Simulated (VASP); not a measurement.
A convergence study with VASP on HfO$_{2}$ (fluorite): one setting is varied, all else stays as given below, so the limit is that of these other settings.

```
CELL_PARAMETERS angstrom
      0.00000     2.54000     2.54000
      2.54000     0.00000     2.54000
      2.54000     2.54000     0.00000
ATOMIC_POSITIONS crystal
  Hf 0.00000 0.00000 0.00000
  O  0.25000 0.25000 0.25000
  O  0.75000 0.75000 0.75000
```

The numbers are results of PBEsol GGA, VASP's PBE PAW potentials (set 64) (plane waves; VASP), not measurements. The tightest run used: 700 eV cut-off, 12×12×12 Monkhorst-Pack mesh, Gaussian smearing of 0.050 eV, potentials Hf_pv O.

**Question.** The settings run are 1×1×1 mesh; 2×2×2 mesh; 3×3×3 mesh; 4×4×4 mesh; 5×5×5 mesh; 6×6×6 mesh; 7×7×7 mesh; 8×8×8 mesh; 9×9×9 mesh; 10×10×10 mesh; 11×11×11 mesh; 12×12×12 mesh. From which on does the energy per atom stay within 0.002 eV/atom of the tightest run?

**Answer.** From 4×4×4 mesh on: it is off by 0.0002 there and by no more than 0.002 in any finer run, while 3×3×3 mesh is off by 0.0034.
```csv
setting,E (eV/atom),pressure (GPa),irreducible k-points,difference judged (eV/atom)
1×1×1 mesh,-10.6431,-36.34,1,0.1043
2×2×2 mesh,-10.5652,-9.80,2,0.0264
3×3×3 mesh,-10.5354,-9.21,4,0.0034
4×4×4 mesh,-10.5390,-9.20,10,0.0002
5×5×5 mesh,-10.5388,-9.19,10,0.0000
6×6×6 mesh,-10.5388,-9.19,28,0.0000
7×7×7 mesh,-10.5388,-9.19,20,0.0000
8×8×8 mesh,-10.5388,-9.19,60,0.0000
9×9×9 mesh,-10.5388,-9.19,35,0.0000
10×10×10 mesh,-10.5388,-9.19,110,0.0000
11×11×11 mesh,-10.5388,-9.19,56,0.0000
12×12×12 mesh,-10.5388,-9.19,182,0.0000
```

Left out are rungs that failed or repeat a setting and relaxations that didn't move; long series are thinned to 24 rows.

The compound is HfO2 in the fluorite structure, the high-temperature cubic form, which is unstable at 0 K; the monoclinic form is the stable one. The cell was not relaxed at this level.
